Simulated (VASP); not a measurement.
HfN:

```
Hf N
1.0
     0.00000    2.26250    2.26250
     2.26250    0.00000    2.26250
     2.26250    2.26250    0.00000
Hf N
1 1
Direct
  0.00000 0.00000 0.00000
  0.50000 0.50000 0.50000
```

The cell was built by a generator and isn't the measured one.

Base run:

```yaml
Program: VASP 6.6.1
Functional: PBEsol
Potentials_or_basis: VASP PAW PBE potentials, release 64 (Hf_pv, N)
Cutoff: 520 eV
k_mesh: 20 × 20 × 20
Occupations: fermi-dirac, width 0.05 eV
Spin: no spin polarisation
```

Its results: band gap on the k mesh none (metal or under the smearing width); pressure -6.4 GPa.

Question: The run is repeated on the same cell with these changes: functional from PBEsol to LDA; potentials or basis from VASP PAW PBE potentials, release 64 (Hf_pv, N) to VASP PAW LDA potentials, release 64 (Hf_pv, N). What comes out?

Answer: Band gap on the k mesh none (metal or under the smearing width); pressure -11.8 GPa.

Caveats: the PAW data sets were made with another functional, which shifts forces and pressure a little (some runs).

Not every run made on this cell is shown here.
